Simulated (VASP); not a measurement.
Calculation: PBE GGA with D3 dispersion (Becke-Johnson damping), VASP's PBE PAW potentials (set 64) (plane waves; VASP).

VASP input:

**INCAR**
```
# general
SYSTEM =TiC
PREC   =Accurate
ENCUT  =520
LREAL  =.FALSE.   # projection in real space or not
LASPH  =.TRUE.   # aspherical one-centre terms

# electronic loop
EDIFF  =1E-7   # SCF stop (eV)
NELM   =100   # most electronic steps
ALGO   =Normal
LMAXMIX=4   # l cut-off of mixed one-centre charges

# smearing
ISMEAR =1
SIGMA  =0.1   # width (eV)

# functional
GGA    =PE   # PBE
IVDW   =12

# ions
ISIF   =2   # forces and stress, cell fixed

# output
LWAVE  =.FALSE.
LCHARG =.FALSE.
```

File KPOINTS:
```
Automatic mesh
0
Gamma
15 15 15
0 0 0
```

**POSCAR**
```
TiC
1
    0.0000000000     2.1463020100     2.1463020100
    2.1463020100     0.0000000000     2.1463020100
    2.1463020100     2.1463020100     0.0000000000
Ti C
1 1
Direct
  0.0000000000   0.0000000000   0.0000000000
  0.5000000000   0.5000000000   0.5000000000
```

POTCAR, in this order: Ti_sv C (PBE.64 set). Program: vasp_std.

**Question.** What will the output report for the number of irreducible k-points (NKPTS), largest plane-wave count, number of space-group operations, FFT grid (NGX, NGY, NGZ)?

**Answer.** 
```yaml
number of irreducible k-points (NKPTS): 120
largest_plane_wave_count: 547
number_of_space_group_operations: 48
FFT grid (NGX, NGY, NGZ): 24 × 24 × 24
```

The compound is TiC in the rock salt structure. It was relaxed first.
